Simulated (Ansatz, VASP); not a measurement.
# Cross-check of Os (Osmium) between VASP and Ansatz

Wanted: the spread between two codes on one cell, functional and k mesh. The cell is taken from a series of runs on this material, whose earlier steps may have relaxed, scaled, displaced or heated it; both programs get it as it stands.

Method: plane waves, with VASP 6.6.1 beside it; zone-centre phonons at LDA, in Ansatz 0.2.0.

## Step 1: Set-up

It takes space group P6_3/mmc (No. 194, hexagonal). Conventional cell: a = 2.734 Å, b = 2.734 Å, c = 4.316 Å, α = 90.00°, β = 90.00°, γ = 120.00°. Nearest to Os lie 12 Os at 2.67 to 2.73 Å.

Structure file:

```
Os
1.0
     2.73415    0.00000    0.00000
    -1.36708    2.36785    0.00000
     0.00000    0.00000    4.31639
Os
2
Direct
  0.33333 0.66667 0.25000
  0.66667 0.33333 0.75000
```

## Step 2: VASP: zone-centre phonons, LDA

Second derivatives magnify differences that forces hide, and they need a tight electronic threshold.

Lines of VASP's logs that name or quote its potential files are left out, and so is its time.

File INCAR:

```
SYSTEM = Os
PREC = Accurate
ENCUT = 600
EDIFF = 1E-08
NELM = 120
ISMEAR = 1
SIGMA = 0.2
LREAL = .FALSE.
ALGO = Normal
GGA = PW92
NBANDS = 14
LASPH = .TRUE.
LORBIT = 11
LWAVE = .FALSE.
LCHARG = .FALSE.
ISIF = 2
IBRION = 8
GGA_COMPAT = .FALSE.
KPAR = 2
```

File POSCAR:

```
Os
1.0
    2.7341546011      0.0000000000      0.0000000000
   -1.3670773006      2.3678473424      0.0000000000
    0.0000000000      0.0000000000      4.3163889567
Os
2
Direct
    0.3333333334      0.6666666668      0.2500000000
    0.6666666668      0.3333333334      0.7500000000
```

File KPOINTS:

```
Automatic mesh
0
Gamma
18 18 12
0 0 0
```

PAW data sets: Os (LDA family, release 64).

Launch:

```
$ mpirun -np 2 vasp_std
```

Numbers of over 12 decimals in the logs are rounded to 6 here.

The program printed:

```text
[banner, memory and clock lines left out]
running    2 mpi-ranks, on    1 nodes
 distrk:  each k-point on    1 cores,    2 groups
 distr:  one band on    1 cores,    1 groups

 POSCAR found type information on POSCAR Os
 POSCAR found :  1 types and       2 ions
|                                                                             |
|               ----> ADVICE to this user running VASP <----                  |
|                                                                             |
|     You enforced a specific xc type in the INCAR file but a different       |
|     [... a line on the potential file left out ...]
|     I HOPE YOU KNOW WHAT YOU ARE DOING!                                     |
|                                                                             |

 LDA part: xc-table for (Slater(with rela. corr.)+PW92), standard interpolation
 POSCAR, INCAR and KPOINTS ok, starting setup
 FFT: planning ... GRIDC
 FFT: planning ... GRID_SOFT
 FFT: planning ... GRID
 WAVECAR not read
 entering main loop
       N       E                     dE             d eps       ncg     rms          rms(c)
DAV:   1     0.109962461856E+03    0.10996E+03   -0.82361E+03  7252   0.123E+03
DAV:   2    -0.207134908727E+02   -0.13068E+03   -0.11541E+03  7408   0.357E+02
DAV:   3    -0.268251846174E+02   -0.61117E+01   -0.57602E+01  9476   0.672E+01
DAV:   4    -0.268965822647E+02   -0.71398E-01   -0.71108E-01  7926   0.738E+00
DAV:   5    -0.268969540783E+02   -0.37181E-03   -0.37179E-03  9322   0.484E-01    0.326E+01
DAV:   6    -0.256347026683E+02    0.12623E+01   -0.12358E+00  8896   0.993E+00    0.142E+01
DAV:   7    -0.253018740143E+02    0.33283E+00   -0.71305E-01  9158   0.737E+00    0.845E-01
DAV:   8    -0.252933526097E+02    0.85214E-02   -0.68306E-03  7372   0.638E-01    0.354E-01
DAV:   9    -0.252911916177E+02    0.21610E-02   -0.14484E-03  8674   0.390E-01    0.521E-02
DAV:  10    -0.252911996128E+02   -0.79951E-05   -0.25912E-05  9022   0.407E-02    0.161E-02
DAV:  11    -0.252911923979E+02    0.72149E-05   -0.21562E-06  8296   0.171E-02    0.124E-03
DAV:  12    -0.252911923003E+02    0.97583E-07   -0.63741E-08  8896   0.260E-03    0.126E-04
DAV:  13    -0.252911923009E+02   -0.59185E-09   -0.14552E-09  5180   0.408E-04
   1 F= -.25291192E+02 E0= -.25291228E+02  d E =0.106974E-03
 Linear response reoptimize wavefunctions to high precision
DAV:   1    -0.252911923006E+02    0.30036E-09   -0.14065E-10  5312   0.117E-04
DAV:   2    -0.252911923006E+02    0.31832E-11   -0.14509E-11  4124   0.449E-05
 Linear response DOF=           2
 Linear response progress:
  Degree of freedom:   1/  2
       N       E                     dE             d eps       ncg     rms          rms(c)
RMM:   1    -0.197255692509E+00   -0.19726E+00   -0.11214E-01 53616   0.251E+00
RMM:   2    -0.193881473041E+00    0.33742E-02   -0.16754E-03 45037   0.502E-01    0.152E-01
RMM:   3    -0.192699753603E+00    0.11817E-02   -0.50444E-04 50128   0.153E-01    0.852E-02
RMM:   4    -0.192070366049E+00    0.62939E-03   -0.74645E-04 50610   0.181E-01    0.113E-02
RMM:   5    -0.192140663172E+00   -0.70297E-04   -0.12938E-05 51911   0.264E-02    0.368E-03
RMM:   6    -0.192124153229E+00    0.16510E-04   -0.10993E-06 51864   0.712E-03    0.137E-03
RMM:   7    -0.192120065768E+00    0.40875E-05   -0.38183E-08 53136   0.177E-03    0.785E-04
RMM:   8    -0.192116851589E+00    0.32142E-05   -0.13379E-08 52182   0.101E-03    0.868E-05
RMM:   9    -0.192116546752E+00    0.30484E-06    0.31796E-08 53763   0.163E-04    0.220E-05
RMM:  10    -0.192116404877E+00    0.14188E-06    0.29915E-09 52025   0.328E-05    0.395E-06
RMM:  11    -0.192116389235E+00    0.15642E-07    0.41083E-09 53641   0.191E-05    0.112E-06
RMM:  12    -0.192116395294E+00   -0.60592E-08   -0.28832E-09 44420   0.148E-05    0.344E-07
 first order change of Fermi-energy  -0.12758E-04
 force on displaced ion       1 direction 1 :  -9.307   0.001   0.000
 Linear response progress:
  Degree of freedom:   2/  2
       N       E                     dE             d eps       ncg     rms          rms(c)
RMM:   1    -0.251263459205E+00   -0.25126E+00   -0.14015E-01 18926   0.265E+00
RMM:   2    -0.243140631783E+00    0.81228E-02   -0.54233E-03 15154   0.703E-01    0.183E-01
RMM:   3    -0.242536463679E+00    0.60417E-03   -0.62805E-04 17709   0.146E-01    0.102E-01
RMM:   4    -0.242631245764E+00   -0.94782E-04   -0.36394E-04 17733   0.145E-01    0.120E-02
RMM:   5    -0.242691630120E+00   -0.60384E-04    0.29725E-05 18276   0.182E-02    0.577E-03
RMM:   6    -0.242701887842E+00   -0.10258E-04    0.83149E-06 17997   0.383E-03    0.406E-03
RMM:   7    -0.242717345516E+00   -0.15458E-04    0.27672E-06 18171   0.390E-03    0.430E-04
RMM:   8    -0.242715668603E+00    0.16769E-05   -0.16370E-07 18374   0.560E-04    0.146E-04
RMM:   9    -0.242714353100E+00    0.13155E-05    0.89217E-08 18425   0.189E-04    0.251E-05
RMM:  10    -0.242714358917E+00   -0.58166E-08    0.85676E-08 17361   0.600E-05    0.350E-06
 first order change of Fermi-energy   0.10591E-03
 force on displaced ion       1 direction 3 :  -0.000   0.000 -16.153
 Linear response finished
```

Parts of OUTCAR (step 2):

```text
ion  position               nearest neighbor table
   1  0.333  0.667  0.250-   2 2.67   2 2.67   2 2.67   2 2.67   2 2.67   2 2.67
   2  0.667  0.333  0.750-   1 2.67   1 2.67   1 2.67   1 2.67   1 2.67   1 2.67

  LATTYP: Found a hexagonal cell.
 ALAT       =     2.7341546011
 C/A-ratio  =     1.5786923515

 Subroutine GETGRP returns: Found 24 space group operations
 (whereof 12 operations were pure point group operations)

The static configuration has the point symmetry D_3d.
 The point group associated with its full space group is D_6h.

 Found    259 irreducible k-points:

   k-points           NKPTS =    259   k-points in BZ     NKDIM =    259   number of bands    NBANDS=     14

   dimension x,y,z NGX =    24 NGY =   24 NGZ =   36
   dimension x,y,z NGXF=    48 NGYF=   48 NGZF=   72

   ENCUT  =  600.0 eV  44.10 Ry    6.64 a.u.   5.46  5.46  8.62*2*pi/ulx,y,z

   NELECT =      16.0000    total number of electrons

 k-points in reciprocal lattice and weights: Automatic mesh
   0.00000000  0.00000000  0.00000000       0.000
   0.05555556  0.00000000  0.00000000       0.002
   0.11111111  0.00000000  0.00000000       0.002
   0.16666667  0.00000000  0.00000000       0.002
   0.22222222  0.00000000  0.00000000       0.002
   0.27777778  0.00000000  0.00000000       0.002
   0.33333333  0.00000000  0.00000000       0.002
   0.38888889  0.00000000  0.00000000       0.002
   0.44444444  0.00000000  0.00000000       0.002
[...]
0.33333333  0.27777778  0.50000000       0.003
   0.33333333  0.33333333  0.50000000       0.001

 average (electrostatic) potential at core
       1 -43.5416       2 -43.5416

  Total       -1.3638583     -1.3638583     -1.3912398      0.0000000     -0.0000000      0.0000000
  in kB      -78.1956343    -78.1956343    -79.7655269      0.0000000     -0.0000000      0.0000000
  external PRESSURE =     -78.7189318 kB  Pullay stress =       0.0000000 kB

  energy-cutoff  :      600.00
  volume of cell :       27.94
      direct lattice vectors                 reciprocal lattice vectors
     2.734154601  0.000000000  0.000000000     0.365743766  0.211162262  0.000000000
    -1.367077301  2.367847342  0.000000000     0.000000000  0.422324523  0.000000000
     0.000000000  0.000000000  4.316388957     0.000000000  0.000000000  0.231675136

 POSITION                                       TOTAL-FORCE (eV/Angst)
 -----------------------------------------------------------------------------------
     -0.00000      1.57856      1.07910        -0.000000      0.000000      0.000000
      1.36708      0.78928      3.23729         0.000000     -0.000000      0.000000
 -----------------------------------------------------------------------------------
    total drift:                               -0.000000     -0.000000      0.000000

 Eigenvectors and eigenvalues of the dynamical matrix
 ----------------------------------------------------

   1 f  =    6.442951 THz    40.482256 2PiTHz  214.913719 cm-1    26.645893 meV
             X         Y         Z           dx          dy          dz
     -0.000000  1.578565  1.079097    -0.000000    0.000000    0.707107
      1.367077  0.789282  3.237292     0.000000    0.000000   -0.707107

   2 f  =    4.890763 THz    30.729572 2PiTHz  163.138301 cm-1    20.226562 meV
             X         Y         Z           dx          dy          dz
     -0.000000  1.578565  1.079097     0.606455   -0.363611    0.000000
      1.367077  0.789282  3.237292    -0.606455    0.363611    0.000000

   3 f  =    4.890763 THz    30.729572 2PiTHz  163.138301 cm-1    20.226562 meV
             X         Y         Z           dx          dy          dz
     -0.000000  1.578565  1.079097    -0.363611   -0.606455   -0.000000
      1.367077  0.789282  3.237292     0.363611    0.606455    0.000000

   4 f  =    0.000000 THz     0.000000 2PiTHz    0.000002 cm-1     0.000000 meV
             X         Y         Z           dx          dy          dz
     -0.000000  1.578565  1.079097     0.003300    0.707099   -0.000000
      1.367077  0.789282  3.237292     0.003300    0.707099    0.000000

   5 f  =    0.000000 THz     0.000000 2PiTHz    0.000000 cm-1     0.000000 meV
             X         Y         Z           dx          dy          dz
     -0.000000  1.578565  1.079097    -0.000000    0.000000    0.707107
      1.367077  0.789282  3.237292     0.000000    0.000000    0.707107

   6 f/i=    0.000000 THz     0.000000 2PiTHz    0.000002 cm-1     0.000000 meV
             X         Y         Z           dx          dy          dz
     -0.000000  1.578565  1.079097     0.707099   -0.003300   -0.000000
      1.367077  0.789282  3.237292     0.707099   -0.003300    0.000000

 ELASTIC MODULI CONTR FROM IONIC RELAXATION (kBar)
 Direction    XX          YY          ZZ          XY          YZ          ZX
 --------------------------------------------------------------------------------
 XX         -24.9064     24.9064     -0.0000      0.0000      0.0000      0.0000
 YY          24.9064    -24.9064      0.0000      0.0000      0.0000      0.0000
 ZZ          -0.0000      0.0000     -0.0000     -0.0000      0.0000      0.0000
 XY           0.0000      0.0000     -0.0000    -24.9064     -0.0000     -0.0000
 YZ           0.0000      0.0000      0.0000     -0.0000     -0.0000     -0.0000
 ZX           0.0000      0.0000      0.0000     -0.0000     -0.0000     -0.0000
 --------------------------------------------------------------------------------
```

## Step 3: Ansatz: zone-centre phonons, LDA

Ansatz runs on its PAW soft_1 files.

The same cell, functional (in two slightly different forms), mesh and smearing now go to Ansatz, which takes its cutoff from its data sets.

File input.yaml:

```yaml
crystal:
  lattice:
    - [2.7341546011, 0.0, 0.0]
    - [-1.3670773006, 2.3678473424, 0.0]
    - [0.0, 0.0, 4.3163889567]
  atoms:
    - { symbol: Os, position: [0.3333333333, 0.6666666667, 0.25] }
    - { symbol: Os, position: [0.6666666667, 0.3333333333, 0.75] }
kpoints:
  mp_grid: { grid: [18, 18, 12] }
hamiltonian:
  xc: lda
  pseudopotentials: { kind: paw, azcp: { folder: soft_1 }, xc_functional: pbe }
scf:
  occupations: { method: methfessel_paxton, width: 0.2 }
output:
  eigenvalues: true
phonons:
  method: dfpt
```

Launch:

```
$ ansatz run input.yaml --threads 4 --pin off --max-ram 10240MiB --backend cpu --events-out ev --progress --plain --runs-dir out
```

The program printed:

```text
zone centre: on kpoints.mp_grid the ground state, and the responses unless they are solved on pairs of k-points, stand on 637 of the mesh's 3888 k-points, reduced under 4 symmetry operations, with k and −k counted as one. Each operation leaves every solved displacement unchanged or reverses it
Engine: ansatz 0.2.0, aarch64-unknown-linux-gnu
Pseudopotentials: kind: paw
Pseudopotential: Os, paw, valence charge 16, recommended cutoff 420 eV (normal), soft_1/Os.paw.azcp
Functional definition: SPW92
  exchange = slater_x
  correlation = pw_c
Crystal: 2 atoms, lattice volume = 27.945 Å³
Basis set: ecut = 420 eV, 537 PW (Γ), exchange–correlation on 40×40×60 points (8 copies of the dense FFT grid, shifted against one another)
Bands: 20, of which v1, the nominal top of the filled ones, is band 16 counted from 1 (15 counted from 0)
Symmetry: 24 space group operations
k-points: 637 of 3888 (irreducible under 4 space group operations, time reversal used)
Non-local potential: Os, projectors of the file, l = 0: 3, l = 1: 2, l = 2: 2, l = 3: 1
PAW form: soft (Blöchl's): semilocal exchange-correlation on the pseudo side does not see the compensation charge
PAW frozen core: Os, regenerated for the run's functional, and the local potential with it (the file was generated under x = pbe(κ = 0.804, μ = 0.219515), c = pbe(β = 0.066725))
PAW one-centre angular grid: Os, 590 points (default); XC on 64 Gauss nodes
Initial density: superposition of atomic densities (chi_scale 0.1, normalization cell)
Initial wavefunctions: pseudopotential atomic-orbital guess
Functional: x = slater, c = lda
SCF iter   1: F=—  HF=-22239.396416 eV  |F-HF|=—  |Δ(HF+E_count)|=         —  Δρ=6.07e-2  dr2=8.63e-1  ethr=3.10e-3  ⟨swp⟩=5.0  Hψ=115848  notcnv=0  defer=47
automatic band count: the SCF goes on with 24 bands, as 20 were too few: they end inside the smearing window of the response
preconditioner: auto → none  [metal: Δε(μ)=0.028 eV  Ē_g=12.106 eV  σ=0.200 eV  W_gap=0.12  n_scr=8 (ndim 8)  ℏωp=28.1 eV  f_vac=0.000  D(μ)=1.26/eV (n_scr^D=8)  sad-step TF]
SCF iter   2: F=—  HF=-22239.163449 eV  |F-HF|=—  |Δ(HF+E_count)|=   2.33e-1  S|Δr|=    0.00e0  Δρ=3.55e-2  dr2=2.87e-1  ethr=2.70e-3  ⟨swp⟩=2.0  Hψ=22938  notcnv=0  defer=452
SCF iter   3: F=—  HF=-22239.056267 eV  |F-HF|=—  |Δ(HF+E_count)|=   1.07e-1  S|Δr|=    0.00e0  Δρ=1.65e-3  dr2=3.93e-4  ethr=8.97e-4  ⟨swp⟩=2.0  Hψ=21728  notcnv=0  defer=452
SCF iter   4: F=—  HF=-22239.055936 eV  |F-HF|=—  |Δ(HF+E_count)|=   3.31e-4  S|Δr|=    0.00e0  Δρ=2.24e-4  dr2=5.24e-6  ethr=1.23e-6  ⟨swp⟩=2.2  Hψ=23101  notcnv=0  defer=660
SCF iter   5: F=—  HF=-22239.055934 eV  |F-HF|=—  |Δ(HF+E_count)|=   2.51e-6  S|Δr|=    0.00e0  Δρ=4.99e-5  dr2=4.54e-7  ethr=1.64e-8  ⟨swp⟩=2.0  Hψ=23842  notcnv=0  defer=660
SCF iter   6: F=—  HF=-22239.055940 eV  |F-HF|=—  |Δ(HF+E_count)|=   6.53e-6  S|Δr|=    0.00e0  Δρ=7.67e-6  dr2=9.51e-9  ethr=1.42e-9  ⟨swp⟩=2.5  Hψ=21482  notcnv=0  defer=769
SCF iter   7: F=—  HF=-22239.055940 eV  |F-HF|=—  |Δ(HF+E_count)|=   2.63e-9  S|Δr|=    0.00e0  Δρ=1.39e-6  dr2=1.03e-10  ethr=2.97e-11  ⟨swp⟩=2.1  Hψ=21658  notcnv=0  defer=769
SCF iter   8: F=-22239.055940 eV  HF=-22239.055940 eV  |F-HF|=7.28e-12  |Δ(HF+E_count)|=  1.06e-10  S|Δr|=    0.00e0  Δρ=1.66e-7  dr2=4.39e-12  ethr=1.00e-12  ⟨swp⟩=9.8  Hψ=70448  notcnv=0
SCF 1 converged in 8 iterations: F = -22239.055940 eV  dr2 = 4.39e-12
  greatest PAW one-centre occupation: 1.000 electrons in one spin orbital (limit 2), on the Os atom at site 1 (counted from 0), in its partial waves of l = 0
DFPT response loops at Γ: preconditioner auto → Kerker (q_TF=auto, 2.791 Å⁻¹) (partly filled bands, converged f_vac=0.000); β = 1.00, the filter's whole step (`scf.mixing.beta` (0.50) is not read by the response loops under this deck's `scf.mixing.preconditioner`; to damp them name `kerker` or `kerker_dos`, under which they read `scf.mixing.beta`, and type it under 1.00, their step now; both keys bind the ground state too); Broyden in place of MSR1
SCF converged after 8 iterations
Stability not checked: this state was not tested for a lower state beside it, because cold or Methfessel-Paxton smearing, or corrected tetrahedra, fill the levels in a way that the test cannot read (fill_not_monotonic; see scf.lower_state_search)
Free energy (F): -22239.055940 eV
Harris-Foulkes:  -22239.055940 eV  (|F-HF|=7.28e-12)
Internal energy: -22239.056101 eV  (E = F + TS)
E sigma→0 (E₀):  -22239.055981 eV
Entropy (-TS):   0.000161 eV (0.080 meV/atom)
Fermi energy:    25.678339 eV
--- Per-component energies (eV) ---
  E_band       = -140.527791
  E_kinetic    = 985.547375
  E_local      = -1835.146695  (includes V_loc(G=0)·N_el)
  E_nonlocal   = 405.598705
  E_hartree    = 653.838437
  E_xc         = -465.823826
  E_vxc        = -493.205240  (∫ρ·V_xc dr)
  E_paw        = -17564.177899  (= ΣΔE_a)
  E_vpaw       = -510.999755  (= ΣTr[D̂ρ^β])
  E_aug_tail   = 0.000850  (compensation charges beyond the density's cutoff)
  E_ewald      = -4419.618694
  E_core_change = 0.725646  (= ΣΔE_core)
  E_smearing   = 0.000161  (= −TS)
  E_closure    = -0.000000  (closes the sum)
  Σ components = -22239.055940   (vs F -22239.055940, Δ=0.00e0)
--- Band table (eV; the first three rows and the last of 637) ---
  k-point 0: bands = [... 12 lower, 22.8706, 23.4531, 23.4531, 24.1029, 24.1029, 25.7802, 27.3763, 27.3763, ... 4 higher]
  k-point 1: bands = [... 12 lower, 22.8192, 23.3943, 23.3943, 24.2406, 24.2406, 25.4787, 27.3900, 27.3900, ... 4 higher]
  k-point 2: bands = [... 12 lower, 22.6753, 23.2356, 23.2356, 24.5914, 24.5914, 24.7300, 27.4075, 27.4075, ... 4 higher]
  k-point 636: bands = [... 12 lower, 22.2682, 22.2682, 24.0358, 24.0358, 27.9622, 27.9622, 30.5500, 30.5500, ... 4 higher]
--- Phonons (Γ-DFPT): 2 representative perturbations + reference, on 637 of 3888 k-points (Σ response iterations 4) ---
  k mesh reduced under 4 symmetry operations, with k and −k counted as one. Each operation leaves every solved displacement unchanged or reverses it
  ASR residual: 1.264e-4 → 0.000e0 eV/Å²; symmetrization residual: 8.358e-10 eV/Å²
  ASR residual per site (eV/Å²): 1.26e-4 1.26e-4
  Γ frequencies (cm⁻¹): 0.00 0.00 0.00 163.88 163.88 217.10
  non-analytic LO–TO correction: not included (Born effective charges unavailable; polar crystals: no LO–TO splitting at Γ)
```

## Step 4: Side by side

Known differences besides the potentials themselves: the data sets hold 32 valence electrons in Ansatz (on its PAW soft_1 files) and 16 in VASP; the cutoff is 420 eV in Ansatz and 600 eV in VASP; VASP's log shows a relativistic correction to its local exchange, Ansatz's none. Total energies have different zeros and are not compared.

The two programs side by side:

| quantity | Ansatz | VASP | difference |
| --- | --- | --- | --- |
| optical mode 1 to 2 (cm⁻¹) | 163.9 | 163.1 | +0.45 % |
| optical mode 3 (cm⁻¹) | 217.1 | 214.9 | +1.02 % |

Modes are paired by rising frequency, not by their patterns, so a pair may set unlike modes beside each other; they are those without the splitting of longitudinal modes.

## Step 5: Outcome

```
r.m.s. difference of the optical zone-centre modes, each program's sorted by frequency (zone-centre phonons, LDA) : 1.4 cm⁻¹
difference in optical mode 3 (zone-centre phonons, LDA)                                                           : +1.0 %
```

What this shows: The r.m.s. difference of the optical zone-centre modes, each program's sorted by frequency is 1.4 cm⁻¹ (zone-centre phonons, LDA). The data sets hold unlike numbers of valence electrons (32 in Ansatz and 16 in VASP), so part of the differences comes from the potentials. Among the rows given in per cent, the largest difference of the zone-centre phonons, LDA pair is in optical mode 3, +1.0 %. How closely two codes agree says nothing of how well the functional describes the real material.

[Lines on the potential files, build, host, timing and source positions are cut from VASP's logs without a mark.]

[Logs are printed without paths, hosts, clocks, repeated set-up lines and the standing remarks that a program may print on its own settings, such as how far it seeks lower states.]

[Hosts, paths, dates, database ids (printed as entryN), source tags and the programs' standing remarks are cut or masked in the printed files.]
